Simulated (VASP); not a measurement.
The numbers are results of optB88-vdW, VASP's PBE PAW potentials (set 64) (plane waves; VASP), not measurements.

VASP input:

### INCAR
```
! general
SYSTEM   = PbO2
PREC     = Accurate
ENCUT    = 520
LREAL    = F   ! projection in real space or not
LASPH    = T   ! aspherical one-centre terms

! electronic loop
EDIFF    = 1E-7   ! SCF stop (eV)
NELM     = 100
ALGO     = Normal   ! blocked Davidson
LMAXMIX  = 4   ! l cut-off of mixed one-centre charges

! smearing
ISMEAR   = -5   ! tetrahedra, Bloechl

! functional
GGA      = BO
LUSE_VDW = T
AGGAC    = 0.0
PARAM1   = 0.1833333333
PARAM2   = 0.22

! ions
ISIF     = 2   ! forces and stress, cell fixed

! output
LWAVE    = F
LCHARG   = T
LORBIT   = 11
NEDOS    = 601   ! DOS grid

! other
LEFG     = T
```

POSCAR:
```
PbO2
1
    5.0379327363     0.0000000000     0.0000000000
    0.0000000000     5.0379327363     0.0000000000
    0.0000000000     0.0000000000     3.4630320810
Pb O
2 4
Direct
  0.0000000000   0.0000000000   0.0000000000
  0.5000000000   0.5000000000   0.5000000000
  0.3072990571   0.3072990571   0.0000000000
  0.8072990571   0.1927009429   0.5000000000
  0.1927009429   0.8072990571   0.5000000000
  0.6927009429   0.6927009429   0.0000000000
```

KPOINTS:
```
Automatic
0
G
 5 5 7
```

POTCAR, in this order: Pb_d O (PBE.64 set). Program: vasp_std.

What VASP printed:

### OSZICAR
```
       N       E                     dE             d eps       ncg     rms          rms(c)
DAV:   1     0.695646094673E+03    0.69565E+03   -0.26456E+04  1488   0.202E+03
DAV:   2     0.701147059393E+02   -0.62553E+03   -0.60494E+03  1628   0.548E+02
DAV:   3    -0.219185646807E+02   -0.92033E+02   -0.90566E+02  1948   0.229E+02
DAV:   4    -0.253766300539E+02   -0.34581E+01   -0.34469E+01  1799   0.493E+01
DAV:   5    -0.255047113553E+02   -0.12808E+00   -0.12806E+00  2056   0.909E+00    0.147E+01
DAV:   6    -0.192823999669E+02    0.62223E+01   -0.29805E+01  2288   0.583E+01    0.476E+00
DAV:   7    -0.192719898699E+02    0.10410E-01   -0.20035E+00  1870   0.120E+01    0.274E+00
DAV:   8    -0.192560755115E+02    0.15914E-01   -0.52428E-01  2357   0.700E+00    0.125E+00
DAV:   9    -0.192254159015E+02    0.30660E-01   -0.12432E-01  2404   0.428E+00    0.158E-01
DAV:  10    -0.192269484738E+02   -0.15326E-02   -0.10778E-02  1698   0.593E-01    0.849E-02
DAV:  11    -0.192269662139E+02   -0.17740E-04   -0.22879E-04  2161   0.134E-01    0.379E-02
DAV:  12    -0.192269555003E+02    0.10714E-04   -0.24948E-05  2314   0.422E-02    0.160E-02
DAV:  13    -0.192269518401E+02    0.36602E-05   -0.17843E-05  2376   0.426E-02    0.246E-03
DAV:  14    -0.192269523575E+02   -0.51736E-06   -0.13404E-06  1727   0.944E-03    0.373E-04
DAV:  15    -0.192269523610E+02   -0.35279E-08   -0.28165E-08  1136   0.163E-03
   1 F= -.19226952E+02 E0= -.19226952E+02  d E =0.000000E+00
```

OUTCAR:
```
------------------------ aborting loop because EDIFF is reached ----------------------------------------
  FORCE on cell =-STRESS in cart. coord.  units (eV):
  Direction    XX          YY          ZZ          XY          YZ          ZX
  --------------------------------------------------------------------------------------
  Total        0.0609876      0.0609876      0.0639226     -0.0000000      0.0000000      0.0000000
  in kB        1.1117076      1.1117076      1.1652086     -0.0000000      0.0000000      0.0000000
  external PRESSURE =       1.1295413 kB  Pullay stress =       0.0000000 kB
  volume of cell :       87.89
      direct lattice vectors                 reciprocal lattice vectors
     5.037932736  0.000000000  0.000000000     0.198494115  0.000000000  0.000000000
     0.000000000  5.037932736  0.000000000     0.000000000  0.198494115  0.000000000
     0.000000000  0.000000000  3.463032081     0.000000000  0.000000000  0.288764290
 POSITION                                       TOTAL-FORCE (eV/Angst)
 -----------------------------------------------------------------------------------
      0.00000      0.00000      0.00000        -0.000000      0.000000      0.000000
      2.51897      2.51897      1.73152        -0.000000      0.000000      0.000000
      1.54815      1.54815      0.00000         0.009457      0.009457      0.000000
      4.06712      0.97081      1.73152         0.009457     -0.009457      0.000000
      0.97081      4.06712      1.73152        -0.009457      0.009457      0.000000
      3.48978      3.48978      0.00000        -0.009457     -0.009457      0.000000
 -----------------------------------------------------------------------------------
    total drift:                               -0.000000     -0.000000     -0.000000
  FREE ENERGIE OF THE ION-ELECTRON SYSTEM (eV)
  ---------------------------------------------------
  free  energy   TOTEN  =       -19.2269523610 eV

  energy  without entropy=      -19.2269523610  energy(sigma->0) =      -19.22695236

 total charge

# of ion       s       p       d       tot
------------------------------------------
    1        1.047   0.732  10.012  11.790
    2        1.047   0.732  10.012  11.790
    3        1.572   3.373   0.000   4.946
    4        1.572   3.373   0.000   4.946
    5        1.572   3.373   0.000   4.946
    6        1.572   3.373   0.000   4.946
--------------------------------------------------
tot          8.383  14.957  20.023  43.363

 Electric field gradients after diagonalization (V/A^2)
 (convention: |V_zz| > |V_xx| > |V_yy|)
----------------------------------------------------------------------
 ion       V_xx      V_yy      V_zz     asymmetry (V_yy - V_xx)/ V_zz
----------------------------------------------------------------------
   1     -99.030   -28.274   127.304       0.556
   2     -99.030   -28.274   127.304       0.556
   3      79.997    54.591  -134.589       0.189
   4      79.997    54.591  -134.589       0.189
   5      79.997    54.591  -134.589       0.189
   6      79.997    54.591  -134.589       0.189
```
(Selected blocks of OUTCAR.)

The compound is PbO2 in the rutile structure. It was relaxed first, which changed the volume by +5 %.
